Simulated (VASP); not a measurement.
# SiC (Moissanite): time-dependent DFT spectra

Which functionals bind an exciton in SiC (Moissanite)? The cell is of the wurtzite type, one of the forms listed for this formula. The start is a cell from a database of measured crystal structures.

Program: VASP 6.6.1. Level of theory: LDA; plane waves and PAW (Si, C), in the first sound run; inputs show where later runs differ. Results are calculated unless marked as measured.

Report form: the programs' logs are mostly left out.

### 1. The starting structure

The structure is hexagonal, space group P6_3mc (No. 186). Conventional cell: a = 3.076 Å, b = 3.076 Å, c = 5.048 Å, α = 90.00°, β = 90.00°, γ = 120.00°. Nearest to Si lie 4 C at 1.87 to 1.94 Å. Nearest to C lie 4 Si at 1.87 to 1.94 Å. Farther neighbours are not listed.

As a file:

```cif
data_structure
_symmetry_space_group_name_H-M 'P6_3mc'
_symmetry_Int_Tables_number 186
_cell_length_a 3.0760
_cell_length_b 3.0760
_cell_length_c 5.0480
_cell_angle_alpha 90.000
_cell_angle_beta 90.000
_cell_angle_gamma 120.000
_cell_volume 41.36
loop_
_atom_site_label
_atom_site_type_symbol
_atom_site_symmetry_multiplicity
_atom_site_Wyckoff_symbol
_atom_site_fract_x
_atom_site_fract_y
_atom_site_fract_z
_atom_site_occupancy
Si1 Si 2 b 0.66667 0.33333 0.50000 1
C1 C 2 b 0.66667 0.33333 0.88500 1
```

### 2. Relaxation

The atoms are relaxed first inside the given cell, which is kept (ISIF = 2), since band edges depend on the positions.

File INCAR:

```
SYSTEM = SiC
PREC = Accurate
ENCUT = 520
EDIFF = 1E-06
NELM = 100
ISMEAR = 0
SIGMA = 0.05
LREAL = .FALSE.
ALGO = Normal
GGA = CA
NBANDS = 14
LWAVE = .FALSE.
LCHARG = .FALSE.
KPAR = 4
IBRION = 2
NSW = 60
ISIF = 2
EDIFFG = -0.01
```

File POSCAR:

```
SiC
1.0
    3.0760000000      0.0000000000      0.0000000000
   -1.5380000000      2.6638941420      0.0000000000
    0.0000000000      0.0000000000      5.0480000000
Si C
2 2
Direct
    0.6666666667      0.3333333333      0.5000000000
    0.3333333333      0.6666666667      0.0000000000
    0.6666666667      0.3333333333      0.8850000000
    0.3333333333      0.6666666667      0.3850000000
```

File KPOINTS:

```
Automatic mesh
0
Gamma
8 8 4
0 0 0
```

The projector-augmented-wave data sets are Si and C (PBE family, release 64).

Command:

```console
mpirun -np 4 vasp_std
```

Run time: 8.8 s. Hardware: 4 MPI ranks of Intel Xeon Platinum 8259CL at 2.50GHz (Skylake/Cascade Lake), shared host; peak memory 0.54 GiB; 27 s of CPU time.

The PAW data sets were made with PBE, though LDA sets exist; this is a small mismatch. The run keeps the 12 symmetry operations of its start, so it cannot find a distortion of lower symmetry.

Step by step:

| step | energy less that of the first step (eV) | largest force (eV/Å) |
| --- | --- | --- |
| 1 | 0.0000 | 0.7426 |
| 2 | -0.0237 | 0.4773 |
| 3 | -0.0356 | 0.0008 |

The atoms that moved most (Å):

| atom | dx | dy | dz | length |
| --- | --- | --- | --- | --- |
| C4 | 0.000 | 0.000 | -0.023 | 0.023 |
| Si2 | 0.000 | 0.000 | 0.023 | 0.023 |
| Si1 | 0.000 | 0.000 | 0.023 | 0.023 |
| C3 | 0.000 | 0.000 | -0.023 | 0.023 |

The relaxed structure:

```xyz
4
Lattice="3.0760 0.0000 0.0000 -1.5380 2.6639 0.0000 0.0000 0.0000 5.0480" Properties=species:S:1:pos:R:3 pbc="T T T"
Si    1.5380    0.8880    2.5471
Si    0.0000    1.7759    0.0231
C     1.5380    0.8880    4.4444
C     0.0000    1.7759    1.9204
```

Numbers from this step:

```yaml
free_energy_toten: -33.16 eV
fermi_energy: 8.319 eV
pressure: -2.599 GPa
```

At LDA, with these data sets, the largest force is down to 8.5e-4 eV/Å.

### 3. Ground state at LDA

The orbitals come from a self-consistent LDA run. A small SIGMA keeps every occupation at zero or full.

File INCAR:

```
SYSTEM = SiC
PREC = Accurate
ENCUT = 420
EDIFF = 1E-08
NELM = 100
ISMEAR = 0
SIGMA = 0.01
LREAL = .FALSE.
ALGO = Normal
GGA = CA
NBANDS = 14
LORBIT = 11
LWAVE = .TRUE.
LCHARG = .FALSE.
KPAR = 4
```

File POSCAR:

```
SiC
1.0
    3.0760000000      0.0000000000      0.0000000000
   -1.5380000000      2.6638941420      0.0000000000
    0.0000000000      0.0000000000      5.0480000000
Si C
2 2
Direct
    0.6666666667      0.3333333333      0.5045819132
    0.3333333333      0.6666666667      0.0045819132
    0.6666666667      0.3333333333      0.8804180868
    0.3333333333      0.6666666667      0.3804180868
```

File KPOINTS:

```
Automatic mesh
0
Gamma
6 6 4
0 0 0
```

Command:

```console
mpirun -np 4 vasp_std
```

Elapsed: 4.8 s, on 4 MPI ranks; peak memory 0.49 GiB; 9.6 s of CPU time.

The gap is read on the k-mesh alone, so it is an upper bound where the band edges lie off the mesh.

A gap read on the k-mesh alone can miss the band edges.

Numbers from this step:

```
free energy (TOTEN)            : -33.15 eV
Fermi energy                   : 8.126 eV
pressure                       : -3.461 GPa
gap on the k-mesh              : 2.143 eV
least direct gap on the k-mesh : 3.884 eV
```

### 4. Empty bands, functional LDA

ALGO = Exact diagonalises the converged Hamiltonian in one step, and LOPTICS writes the k-derivatives of the orbitals (WAVEDER), which give the transition dipoles.

File INCAR:

```
SYSTEM = SiC
PREC = Accurate
ENCUT = 420
ISMEAR = 0
SIGMA = 0.01
LREAL = .FALSE.
GGA = CA
NBANDS = 24
ALGO = Exact
NELM = 1
LWAVE = .TRUE.
LCHARG = .FALSE.
LOPTICS = .TRUE.
NEDOS = 1000
CSHIFT = 0.1
```

POSCAR is that of step 3.

KPOINTS is that of step 3.

Command:

```console
mpirun -np 4 vasp_std
```

Elapsed: 11 s, on 4 MPI ranks; peak memory 0.76 GiB.

WAVECAR now holds 24 bands for 16 electrons. Its independent-particle dielectric tensor has xx, yy, zz = 7.7, 7.7, 7.5 on this mesh, which isn't tested for convergence in mesh or bands and lacks local fields.

### 5. Casida equation on LDA

This step: time-dependent LDA, Casida form; plane waves and PAW (Si, C) (VASP 6.6.1).

The Casida equation, in the Tamm-Dancoff approximation (ANTIRES = 0), couples the pairs by a local exchange-correlation kernel; a semilocal kernel is short-ranged. On this coarse mesh the spectra break into peaks of single stars of k points, and those at the smallest gap weigh too much.

File INCAR:

```
SYSTEM = SiC
PREC = Accurate
ENCUT = 420
ISMEAR = 0
SIGMA = 0.01
LREAL = .FALSE.
GGA = CA
NBANDS = 24
ALGO = TDHF
NBANDSO = 5
NBANDSV = 4
OMEGAMAX = 25
NEDOS = 1000
CSHIFT = 0.1
PRECFOCK = Fast
LWAVE = .FALSE.
LCHARG = .FALSE.
ANTIRES = 0
LFXC = .TRUE.
LADDER = .FALSE.
```

POSCAR is that of step 4.

KPOINTS is that of step 4.

Command:

```console
mpirun -np 4 vasp_std
```

It took 18 s on 4 MPI ranks; peak memory 1 GiB.

This step gave:

```yaml
lowest_excitation: 3.884 eV
```

The imaginary dielectric function has structure finer than the step of the table below, so its rows give means over 1 eV, whole bins alone (the curve runs from 0 to 25 eV). Peaks (eV: height): xx 6.2: 27.6, 6.6: 27.6, 8.1: 12.9, 9.5: 7.00; zz 4.8: 6.18, 5.8: 24.7, 6.4: 29.3, 7.8: 19.0, 8.1: 19.7.

From 5 filled and 4 empty bands alone, without any pair above OMEGAMAX = 25 eV, so strength is missing wherever others contribute; lines are broadened by CSHIFT, which also makes the tail under the first line. The imaginary dielectric function by photon energy; means over each step:

| photon energy (eV) | xx | zz |
| --- | --- | --- |
| 1 | 0.0267 | 0.0259 |
| 2 | 0.0634 | 0.0613 |
| 3 | 0.133 | 0.129 |
| 4 | 0.430 | 0.391 |
| 5 | 2.99 | 3.35 |
| 6 | 20.8 | 17.7 |
| 7 | 12.8 | 11.2 |
| 8 | 9.91 | 14.7 |
| 9 | 5.19 | 7.22 |
| 10 | 4.70 | 3.21 |
| 11 | 3.13 | 2.15 |
| 12 | 0.576 | 0.915 |
| 13 | 0.329 | 0.517 |
| 14 | 0.189 | 0.180 |
| 15 | 0.0650 | 0.115 |
| 16 | 0.0293 | 0.0334 |
| 17 | 0.0212 | 0.0224 |
| 18 | 0.0164 | 0.0171 |
| 19 | 0.0130 | 0.0135 |
| 20 | 0.0106 | 0.0110 |
| 21 | 0.00877 | 0.00908 |
| 22 | 0.00739 | 0.00761 |
| 23 | 0.00627 | 0.00646 |
| 24 | 0.00537 | 0.00556 |

The lowest excitation lies at 3.884 eV, +0 meV against the direct gap of these orbitals. It is dark; the first state with over 2 % of the strongest strength among the lowest 40 lies at 4.582 eV. Peak heights aren't converged with the mesh, least of all at the onset.

### 6. Orbitals for ground state at PBE0

This step: LDA; plane waves and PAW (Si, C) (VASP 6.6.1).

A hybrid converges faster from good orbitals, so a cheap LDA run writes WAVECAR first.

File INCAR:

```
SYSTEM = SiC
PREC = Accurate
ENCUT = 420
EDIFF = 1E-05
NELM = 100
ISMEAR = 0
SIGMA = 0.01
LREAL = .FALSE.
ALGO = Normal
GGA = CA
NBANDS = 14
LORBIT = 11
LWAVE = .TRUE.
LCHARG = .FALSE.
KPAR = 4
```

POSCAR is that of step 5.

KPOINTS is that of step 5.

Command:

```console
mpirun -np 4 vasp_std
```

Wall time 3.2 s (4 MPI ranks); peak memory 0.5 GiB; 6.8 s of CPU time.

This step gave:

```
pressure          : -3.449 GPa
gap on the k-mesh : 2.144 eV
```

The run ends at a pressure of -3.45 GPa, with forces up to 0.0048 eV/Å.

### 7. Ground state at PBE0

This step: PBE0; plane waves and PAW (Si, C) (VASP 6.6.1).

The orbitals come from a self-consistent PBE0 run. EDIFF is tight for accurate orbitals, and a narrow smearing avoids fractional occupations.

File INCAR:

```
SYSTEM = SiC
PREC = Accurate
ENCUT = 420
EDIFF = 1E-08
NELM = 100
ISMEAR = 0
SIGMA = 0.01
LREAL = .FALSE.
ALGO = Normal
LHFCALC = .TRUE.
AEXX = 0.25
GGA = PE
LASPH = .TRUE.
NBANDS = 14
PRECFOCK = Fast
LORBIT = 11
LWAVE = .TRUE.
LCHARG = .FALSE.
KPAR = 4
```

POSCAR is that of step 6.

KPOINTS is that of step 6.

The run starts from files that an earlier step left in the folder.

Command:

```console
mpirun -np 4 vasp_std
```

The job ended after 1.9 min (4 MPI ranks; peak memory 0.58 GiB; 7.2 min of CPU time).

Numbers from this step:

```
free energy (TOTEN)            : -36.96 eV
Fermi energy                   : 7.325 eV
gap on the k-mesh              : 3.906 eV
least direct gap on the k-mesh : 5.818 eV
```

### 8. Empty bands, functional PBE0

File INCAR:

```
SYSTEM = SiC
PREC = Accurate
ENCUT = 420
ISMEAR = 0
SIGMA = 0.01
LREAL = .FALSE.
LHFCALC = .TRUE.
AEXX = 0.25
GGA = PE
LASPH = .TRUE.
NBANDS = 24
PRECFOCK = Fast
ALGO = Exact
NELM = 1
LWAVE = .TRUE.
LCHARG = .FALSE.
LOPTICS = .TRUE.
NEDOS = 1000
CSHIFT = 0.1
```

POSCAR is that of step 7.

KPOINTS is that of step 7.

The WAVECAR or CHGCAR of an earlier step is read.

Command:

```console
mpirun -np 4 vasp_std
```

Run time: 9.6 min. Hardware: 4 MPI ranks; peak memory 1.1 GiB.

### 9. Casida equation on PBE0

This step: time-dependent PBE0, Casida form; plane waves and PAW (Si, C) (VASP 6.6.1).

The Casida equation, in the Tamm-Dancoff approximation (ANTIRES = 0), couples the pairs by a local exchange-correlation kernel and by exact exchange, which attracts electron and hole.

File INCAR:

```
SYSTEM = SiC
PREC = Accurate
ENCUT = 420
ISMEAR = 0
SIGMA = 0.01
LREAL = .FALSE.
LHFCALC = .TRUE.
AEXX = 0.25
GGA = PE
LASPH = .TRUE.
NBANDS = 24
PRECFOCK = Fast
ALGO = TDHF
NBANDSO = 5
NBANDSV = 4
OMEGAMAX = 25
NEDOS = 1000
CSHIFT = 0.1
LWAVE = .FALSE.
LCHARG = .FALSE.
ANTIRES = 0
LFXC = .TRUE.
LADDER = .TRUE.
```

POSCAR is that of step 8.

KPOINTS is that of step 8.

The WAVECAR or CHGCAR of an earlier step is read.

Command:

```console
mpirun -np 4 vasp_std
```

The job ended after 19 s (4 MPI ranks; peak memory 1 GiB).

Numbers from this step:

```
lowest excitation : 5.204 eV
```

The imaginary dielectric function has structure finer than the step of the table below, so its rows give means over 1 eV, whole bins alone (the curve runs from 0 to 25 eV). Peaks (eV: height): xx 7.0: 38.1; zz 6.2: 11.6, 6.9: 31.7, 7.2: 27.6, 7.7: 24.3, 8.3: 9.19, 9.3: 13.4.

From 5 filled and 4 empty bands alone, without any pair above OMEGAMAX = 25 eV, so strength is missing wherever others contribute; lines are broadened by CSHIFT, which also makes the tail under the first line. Imaginary dielectric function against photon energy; means over each step:

| photon energy (eV) | xx | zz |
| --- | --- | --- |
| 1 | 0.0147 | 0.0153 |
| 2 | 0.0331 | 0.0345 |
| 3 | 0.0620 | 0.0646 |
| 4 | 0.121 | 0.126 |
| 5 | 0.316 | 0.323 |
| 6 | 3.44 | 4.03 |
| 7 | 19.7 | 17.2 |
| 8 | 9.41 | 11.5 |
| 9 | 6.77 | 9.08 |
| 10 | 4.21 | 5.41 |
| 11 | 2.77 | 2.21 |
| 12 | 2.27 | 1.56 |
| 13 | 0.949 | 0.889 |
| 14 | 0.259 | 0.363 |
| 15 | 0.175 | 0.248 |
| 16 | 0.106 | 0.122 |
| 17 | 0.0538 | 0.0617 |
| 18 | 0.0198 | 0.0304 |
| 19 | 0.0141 | 0.0151 |
| 20 | 0.0111 | 0.0117 |
| 21 | 0.00899 | 0.00948 |
| 22 | 0.00744 | 0.00783 |
| 23 | 0.00625 | 0.00658 |
| 24 | 0.00532 | 0.00559 |

Some of the lowest 40 states alone, with states under 2.5 meV apart joined, scaled to the strongest line shown. Lines of the exciton spectrum (strongest = 100):

| position (eV) | lines merged | oscillator strength |
| --- | --- | --- |
| 5.205 | 3 | 0.0 |
| 5.536 | 3 | 0.0 |
| 5.555 | 2 | 1.2 |
| 5.559 | 1 | 0.0 |
| 5.943 | 3 | 0.0 |
| 5.963 | 4 | 0.0 |
| 5.971 | 2 | 26 |
| 5.985 | 2 | 28 |
| 5.989 | 1 | 0.0 |
| 6.094 | 3 | 0.0 |
| 6.099 | 3 | 0.0 |
| 6.122 | 2 | 0.0 |
| 6.142 | 2 | 6.3 |
| 6.163 | 1 | 100 |

The lowest excitation lies at 5.204 eV, -614 meV against the direct gap of these orbitals, a distance that this coarse mesh makes far too large. It is dark; the first state with over 2 % of the strongest strength among the lowest 40 lies at 5.971 eV. Peak heights aren't converged with the mesh, least of all at the onset.

### 10. Ground state at HSE06

This step: HSE06; plane waves and PAW (Si, C) (VASP 6.6.1).

Many-body steps start from the orbitals of a self-consistent run, here HSE06. A small SIGMA keeps every occupation at zero or full.

File INCAR:

```
SYSTEM = SiC
PREC = Accurate
ENCUT = 420
EDIFF = 1E-08
NELM = 100
ISMEAR = 0
SIGMA = 0.01
LREAL = .FALSE.
ALGO = Normal
LHFCALC = .TRUE.
AEXX = 0.25
GGA = PE
HFSCREEN = 0.2
LASPH = .TRUE.
NBANDS = 14
PRECFOCK = Fast
LORBIT = 11
LWAVE = .TRUE.
LCHARG = .FALSE.
KPAR = 4
```

POSCAR is that of step 9.

KPOINTS is that of step 9.

Command:

```console
mpirun -np 4 vasp_std
```

Run time: 2.8 min. Hardware: 4 MPI ranks; peak memory 0.97 GiB.

The PAW data sets were made with PBE, which is usual practice but a small mismatch for other functionals.

This step gave:

| Item | Value |
| --- | --- |
| free energy (TOTEN) | -34.92 eV |
| Fermi energy | 7.708 eV |
| gap on the k-mesh | 3.185 eV |
| least direct gap on the k-mesh | 5.084 eV |

### 11. Empty bands, functional HSE06

File INCAR:

```
SYSTEM = SiC
PREC = Accurate
ENCUT = 420
ISMEAR = 0
SIGMA = 0.01
LREAL = .FALSE.
LHFCALC = .TRUE.
AEXX = 0.25
GGA = PE
HFSCREEN = 0.2
LASPH = .TRUE.
NBANDS = 24
PRECFOCK = Fast
ALGO = Exact
NELM = 1
LWAVE = .TRUE.
LCHARG = .FALSE.
LOPTICS = .TRUE.
NEDOS = 1000
CSHIFT = 0.1
```

POSCAR is that of step 10.

KPOINTS is that of step 10.

The WAVECAR or CHGCAR of an earlier step is read.

Command:

```console
mpirun -np 4 vasp_std
```

Run time: 9.5 min. Hardware: 4 MPI ranks; peak memory 1.4 GiB; 38 min of CPU time.

### 12. Casida equation on HSE06

This step: time-dependent HSE06, Casida form; plane waves and PAW (Si, C) (VASP 6.6.1).

File INCAR:

```
SYSTEM = SiC
PREC = Accurate
ENCUT = 420
ISMEAR = 0
SIGMA = 0.01
LREAL = .FALSE.
LHFCALC = .TRUE.
AEXX = 0.25
GGA = PE
HFSCREEN = 0.2
LASPH = .TRUE.
NBANDS = 24
PRECFOCK = Fast
ALGO = TDHF
NBANDSO = 5
NBANDSV = 4
OMEGAMAX = 25
NEDOS = 1000
CSHIFT = 0.1
LWAVE = .FALSE.
LCHARG = .FALSE.
ANTIRES = 0
LFXC = .TRUE.
LADDER = .TRUE.
```

POSCAR is that of step 11.

KPOINTS is that of step 11.

The WAVECAR or CHGCAR of an earlier step is read.

Command:

```console
mpirun -np 4 vasp_std
```

It took 22 s on 4 MPI ranks; peak memory 1.4 GiB; 82 s of CPU time.

Numbers from this step:

```
lowest excitation : 5.019 eV
```

The imaginary dielectric function has structure finer than the step of the table below, so its rows give means over 0.5 eV, whole bins alone (the curve runs from 0 to 25 eV). Peaks (eV: height): xx 6.01: 7.65, 6.81: 31.9, 7.13: 31.8; zz 6.01: 10.2, 6.68: 29.2, 6.93: 29.4, 7.43: 25.1, 8.13: 10.4, 9.08: 15.7.

From 5 filled and 4 empty bands alone, without any pair above OMEGAMAX = 25 eV, so strength is missing wherever others contribute; lines are broadened by CSHIFT, which also makes the tail under the first line. The imaginary dielectric function by photon energy; means over each step:

| photon energy (eV) | xx | zz |
| --- | --- | --- |
| 0.5 | 0.00814 | 0.00829 |
| 1.0 | 0.0168 | 0.0171 |
| 1.5 | 0.0264 | 0.0269 |
| 2.0 | 0.0379 | 0.0386 |
| 2.5 | 0.0522 | 0.0531 |
| 3.0 | 0.0713 | 0.0725 |
| 3.5 | 0.0982 | 0.100 |
| 4.0 | 0.140 | 0.142 |
| 4.5 | 0.211 | 0.216 |
| 5.0 | 0.369 | 0.374 |
| 5.5 | 1.27 | 1.03 |
| 6.0 | 4.71 | 5.81 |
| 6.5 | 8.17 | 12.1 |
| 7.0 | 29.3 | 21.2 |
| 7.5 | 17.3 | 18.9 |
| 8.0 | 9.38 | 8.50 |
| 8.5 | 6.67 | 7.66 |
| 9.0 | 8.24 | 12.5 |
| 9.5 | 6.36 | 8.63 |
| 10.0 | 4.30 | 4.80 |
| 10.5 | 2.69 | 2.99 |
| 11.0 | 3.61 | 2.22 |
| 11.5 | 3.04 | 2.19 |
| 12.0 | 2.35 | 1.54 |
| 12.5 | 1.76 | 0.885 |
| 13.0 | 0.551 | 1.17 |
| 13.5 | 0.375 | 0.519 |
| 14.0 | 0.240 | 0.320 |
| 14.5 | 0.242 | 0.227 |
| 15.0 | 0.161 | 0.338 |
| 15.5 | 0.138 | 0.197 |
| 16.0 | 0.110 | 0.0821 |
| 16.5 | 0.0719 | 0.0491 |
| 17.0 | 0.0487 | 0.0942 |
| 17.5 | 0.0251 | 0.0409 |
| 18.0 | 0.0199 | 0.0220 |
| 18.5 | 0.0171 | 0.0181 |
| 19.0 | 0.0150 | 0.0157 |
| 19.5 | 0.0133 | 0.0138 |
| 20.0 | 0.0119 | 0.0123 |
| 20.5 | 0.0107 | 0.0110 |
| 21.0 | 0.00969 | 0.00999 |
| 21.5 | 0.00878 | 0.00907 |
| 22.0 | 0.00804 | 0.00828 |
| 22.5 | 0.00736 | 0.00760 |
| 23.0 | 0.00678 | 0.00698 |
| 23.5 | 0.00624 | 0.00642 |
| 24.0 | 0.00577 | 0.00594 |
| 24.5 | 0.00536 | 0.00551 |

Some of the lowest 40 states alone, with states under 2.5 meV apart joined, scaled to the strongest line shown. Lines of the exciton spectrum (strongest = 100):

| position (eV) | lines merged | oscillator strength |
| --- | --- | --- |
| 5.020 | 3 | 0.0 |
| 5.329 | 3 | 0.0 |
| 5.355 | 2 | 0.8 |
| 5.358 | 1 | 0.0 |
| 5.724 | 3 | 0.0 |
| 5.758 | 3 | 100 |
| 5.764 | 3 | 0.0 |
| 5.771 | 3 | 9.4 |
| 5.853 | 3 | 0.0 |
| 5.866 | 3 | 0.0 |
| 5.928 | 2 | 0.0 |

The lowest excitation lies at 5.019 eV, -65 meV against the direct gap of these orbitals, a distance that this coarse mesh makes far too large. It is dark; the first state with over 2 % of the strongest strength among the lowest 40 lies at 5.758 eV. Peak heights aren't converged with the mesh, least of all at the onset.

### 13. Summary

This step: time-dependent LDA, PBE0, HSE06; plane waves and PAW (VASP 6.6.1).

This step runs nothing: it gathers the runs above.

Cost is wall time times ranks on a shared host, for this step alone, without the steps before it. Excitations by level:

| level | first excitation (eV) | cost (core minutes) |
| --- | --- | --- |
| Casida equation on LDA | 3.884 | 1.17 |
| Casida equation on PBE0 | 5.204 | 1.25 |
| Casida equation on HSE06 | 5.019 | 1.47 |

### 14. Results

```yaml
casida_equation_on_lda: lowest vertical excitation 3.884 eV; direct gap 3.884 eV
casida_equation_on_pbe0: lowest vertical excitation 5.204 eV; direct gap 5.818 eV
casida_equation_on_hse06: lowest vertical excitation 5.019 eV; direct gap 5.084 eV
```

**Reading.** Time-dependent PBE0 puts the lowest vertical singlet excitation at 5.204 eV, 0.61 eV below the direct gap of 5.818 eV; the states within 10 meV of it carry 0 % of the strength of the strongest such group among the lowest 40 states. Time-dependent HSE06 puts the lowest vertical singlet excitation at 5.019 eV, 0.06 eV below the direct gap of 5.084 eV; the states within 10 meV of it carry 0 % of the strength of the strongest such group among the lowest 40 states. The LDA kernel binds nothing: its lowest excitation, 3.884 eV, sits at the direct gap of 3.884 eV. The binding energy was not obtained: in a well-screened crystal the exciton spreads over many cells, and on this mesh its distance from the gap is set by the mesh and is far too large. On such a mesh the heights of single peaks aren't converged either. For the hybrids, on a mesh this coarse most of the distance from the gap can come from the q = 0 term of the exact exchange, which falls with the number of k points, so it doesn't show which functional binds an exciton. These are vertical excitations; an indirect gap can lie lower. Direct gaps by functional: 3.884 eV at LDA, 5.818 eV at PBE0 and 5.084 eV at HSE06. Exact exchange widens them. Unscreened exchange converges slowly with the mesh, in the gaps as in the binding, and the two errors partly cancel in the excitation energy. Only the bands set by NBANDSO and NBANDSV form pairs, and any pair above OMEGAMAX = 25 eV is dropped, so the spectrum is that of this window; the window can cut degenerate bands, and the ratio of directions in the curves is that of the window, not of the crystal. The given cell is kept, although it stands at -3.5 GPa at LDA and ENCUT = 420 eV, which holds the mismatch of the given cell with this functional and any basis-set error; the relaxation of the atoms, at LDA and ENCUT = 520 eV, gave -2.6 GPa. Not tabulated here, as repeats of values shown or as unfit to read for their mesh, reference level or band range: gaps (empty bands, relaxation); eps2 curves (empty bands); eps1 curves and static values (Casida equation, empty bands); line lists of runs without attraction (Casida equation); exciton binding energies (Casida equation).

[Lines on the potential files, build, host, timing and source positions are cut from VASP's logs without a mark.]

[Logs are printed without paths, hosts, clocks, repeated set-up lines and the standing remarks that a program may print on its own settings, such as how far it seeks lower states.]

[Hosts, paths, dates, database ids (printed as entryN), source tags and the programs' standing remarks are cut or masked in the printed files.]

[Pressures printed for these runs are not shown converged in the cutoff: they can be off by several GPa and have the wrong sign.]
